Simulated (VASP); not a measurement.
```yaml
crystal:
  lattice:
    - [1.28267, -2.22165, 0.00000]
    - [1.28267, 2.22165, 0.00000]
    - [0.00000, 0.00000, 4.24171]
  atoms:
    - { symbol: B, position: [0.66667, 0.33333, 0.50026] }
    - { symbol: B, position: [0.33333, 0.66667, 0.00026] }
    - { symbol: N, position: [0.66667, 0.33333, 0.87474] }
    - { symbol: N, position: [0.33333, 0.66667, 0.37474] }
```

Method: revPBE GGA, VASP's PBE PAW potentials (set 64) (plane waves; VASP 6.6.1). Run with 520 eV cut-off, 9×9×5 Γ-centred mesh, Gaussian smearing of 0.050 eV, potentials B N.

Problem. Estimate the energy per atom (σ→0), band gap (on the k-mesh) with the smallest direct gap where there is one.

Solution. 
| Property | Result |
|---|---|
| band gap (on the k-mesh) | 5.27 eV |
| smallest direct gap (on the k-mesh) | 8.20 eV |
| energy per atom (σ→0) | -8.370 eV/atom |

Only differences to runs with the same potentials and settings are physical.

The compound is BN in the wurtzite structure, a metastable high-pressure form. It was relaxed first. The start is the result of an earlier pass.
